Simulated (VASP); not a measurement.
ZrCl4, 5 atoms in the cell. The cell holds a molecule in a box, 5 atoms: a = 13.767 Å, b = 14.267 Å, c = 14.767 Å, α = 90.00°, β = 90.00°, γ = 90.00°. 

* Program: VASP 6.6.1
* Task: single point
* Functional: rev-vdW-DF2
* Potentials or basis: VASP PAW PBE potentials, release 64 (Zr_sv, Cl)
* Cutoff: 400 eV
* k mesh: 1 × 1 × 1
* Occupations: gaussian, width 0.005 eV
* Spin: no spin polarisation
* Further INCAR settings: ALGO = Fast; EDIFF = 1e-06; NBANDS = 28; ISYM = 0

Potentials or basis: VASP PAW PBE potentials, release 64 (Zr_sv, Cl).

The run is started by

```sh
$ cat potpaw_PBE.64/Zr_sv/POTCAR potpaw_PBE.64/Cl/POTCAR > POTCAR
$ mpirun -np 4 vasp_gam > vasp.out
```

Hardware: 4 MPI ranks on AMD EPYC 9R14 (Zen 4) (shared host).

Q: Estimate the wall time of this run.

A: Run time: 5.8 min on 4 MPI ranks on AMD EPYC 9R14 (Zen 4), with other jobs on the host, peak memory 1.4 GiB a rank. Counts: scf iterations 27, k points 1.
